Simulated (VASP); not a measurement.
Computed with PBE GGA, VASP's PBE PAW potentials (set 64) (plane waves; VASP).

VASP ran on this input.

File POSCAR:
```
CeO2
3.8254480
  0.0000000000   0.7071067232   0.7071067232
  0.7071067232   0.0000000000   0.7071067232
  0.7071067232   0.7071067232   0.0000000000
Ce O
1 2
Cart
  0.0000000000   0.0000000000   0.0000000000
  0.3535533616   0.3535533616   0.3535533616
  1.0606600848   1.0606600848   1.0606600848
```

**KPOINTS**
```
Automatic mesh
0
Gamma
6 6 6
0 0 0
```

INCAR:
```
# general
SYSTEM  = CeO2
PREC    = Accurate
ENCUT   = 520
LREAL   = .FALSE.
LASPH   = .TRUE.

# electronic loop
EDIFF   = 1E-6
NELM    = 100
ALGO    = Normal
IMIX    = 1
AMIX    = 0.1
BMIX    = 0.0001
LMAXMIX = 6

# smearing
ISMEAR  = 0
SIGMA   = 0.05

# functional
GGA     = PE

# ions
ISIF    = 2

# output
LWAVE   = .FALSE.
LCHARG  = .FALSE.
```

POTCAR, in this order: Ce O (PBE.64 set). Program: vasp_std.

### Question
What will the output report for the number of irreducible k-points (NKPTS), number of bands (NBANDS), largest plane-wave count, number of space-group operations, FFT grid (NGX, NGY, NGZ)?

### Answer

```
Quantity                                       Value
--------------------------------------  ------------
number of irreducible k-points (NKPTS)            16
number of bands (NBANDS)                          16
largest plane-wave count                        1090
number of space-group operations                  48
FFT grid (NGX, NGY, NGZ)                28 × 28 × 28
```

The compound is CeO2 in the fluorite structure. The cell was not relaxed at this level. The run is one of a series of settings (AMIX = 0.1, BMIX = 0.0001, IMIX = 1 against the base run), some of them coarse on purpose. The run is not spin-polarised, so no magnetic state was tried.
